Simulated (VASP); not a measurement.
Here is the system:

```
Hf
1.0
    3.15753     0.00000     0.00000
   -1.57877     2.73450     0.00000
    0.00000     0.00000    24.81279
Hf
4
Cartesian
  1.57877   0.91150  11.15834
  0.00000   1.82300   8.66224
  1.57877   0.91150  16.15054
  0.00000   1.82300  13.65445
```

These are PBEsol GGA, VASP's PBE PAW potentials (set 64) (plane waves; VASP 6.6.1) values and carry that method's errors. Numerical set-up: PREC = Normal, EDIFF = 1E-5, 400 eV cut-off, 10×10×1 Γ-centred mesh, first-order Methfessel-Paxton smearing of 0.10 eV, potentials Hf_pv.

Q: The ions are relaxed. Which structure does the run end with?

A: 
```
Hf
1.0
    3.15753     0.00000     0.00000
   -1.57877     2.73450     0.00000
    0.00000     0.00000    24.81279
Hf
4
Direct
  0.66667   0.33333   0.44708
  0.33333   0.66667   0.35342
  0.66667   0.33333   0.64658
  0.33333   0.66667   0.55292
```

Q: How much energy does the relaxation gain?

A: The energy (σ→0) changes by -40.6 meV/atom, in 10 ionic steps.

The cell is a thin slab with vacuum, built from Hf (hcp): (001) face.
